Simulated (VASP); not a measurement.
Set up this calculation in VASP 6.6.1, as the native input.

| Property | Result |
| --- | --- |
| Task | single point |
| Functional | LDA |
| Potentials or basis | VASP PAW LDA potentials, release 64 (Ta_pv, W_sv) |
| Cutoff | 520 eV |
| k mesh | 11 × 11 × 7 |
| Occupations | fermi-dirac, width 0.1 eV |
| Spin | no spin polarisation |
| Dipole correction | no |
| Further INCAR settings | ALGO = Fast; EDIFF = 1e-07; NBANDS = 20 |

The structure of TaW lies in POSCAR:

```
TaW
1.0
    1.5867655951     -2.2679153259      0.0000000000
    1.5867655951      2.2679153259      0.0000000000
    0.0000000000      0.0000000000      4.4447493282
Ta W
1 1
Direct
    0.0000000000      0.0000000000      0.0000000000
    0.5000000000      0.5000000000      0.5000000000
```

The cell comes from a database or a generator and needn't be the stable form of this composition.

These files were run (other wordings do the same):

INCAR

```
PREC = Accurate ; ENCUT = 520
EDIFF = 1E-7 ; ISMEAR = -1
SIGMA = 0.1 ; LREAL = False
LASPH = True ; NELM = 100
ALGO = Fast ; ISIF = 2
LWAVE = False ; LCHARG = False
GGA = CA ; NBANDS = 20
```

KPOINTS

```
regular mesh
0
Gamma
  11 11 7
```

Potentials or basis: VASP PAW LDA potentials, release 64 (Ta_pv, W_sv).

The run is started by

```sh
$ cat potpaw_LDA.64/Ta_pv/POTCAR potpaw_LDA.64/W_sv/POTCAR > POTCAR
$ mpirun -np 1 vasp_std > vasp.out
```

Results of the run:

| Property | Result |
| --- | --- |
| Pressure | 4.1 GPa |
| Band gap on the k mesh | none (metal or under the smearing width) |

Run time: 58 s on 1 thread of AMD EPYC 9R45 96-Core Processor (Zen 5), on a shared host, peak memory 0.18 GiB.
